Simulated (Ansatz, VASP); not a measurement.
# One calculation of B7Se, two programs

```
CELL_PARAMETERS angstrom
4.19843 0.00000 0.00000
0.00000 4.19843 0.00000
0.00000 0.00000 4.19843
ATOMIC_POSITIONS crystal
B 0.30098 0.30098 0.30098
B 0.00000 0.50000 0.50000
B 0.50000 0.50000 0.00000
B 0.50000 0.00000 0.50000
B 0.69902 0.30098 0.69902
B 0.69902 0.69902 0.30098
B 0.30098 0.69902 0.69902
Se 0.00000 0.00000 0.00000
```

Change from the starting cell: species swapped into the Si7Ge type (P-43m, No. 215).

Alike in both runs: functional PBE; k mesh 10 × 10 × 10; occupations gaussian, width 0.1 eV; no spin polarisation.

Ansatz relaxed the structure, and its values are those at the end. VASP's run is a single point on that final structure, the one shown.

|  | VASP | Ansatz |
| --- | --- | --- |
| version | VASP 6.6.1 | Ansatz 0.2.0 |
| potentials or method | VASP PAW PBE potentials, release 64 (B, Se) | scalar-relativistic, plane waves, PAW |
| plane-wave cutoff (eV) | 520 | 420 |
| valence electrons in the cell | 27 | 37 |

|  | VASP | Ansatz | Ansatz less VASP |
| --- | --- | --- | --- |
| gap on the k mesh at the Fermi level (eV) | none | none | - |
| pressure (GPa) | 0.0 | 0.0 | -0.03 |
| rms of the force components (eV/Å) | 0.004 | 0.000 | -0.0037 |

A gap of «none» marks a metal or a gap that the smearing closes. The two sets of potentials don't hold the same shells in valence.
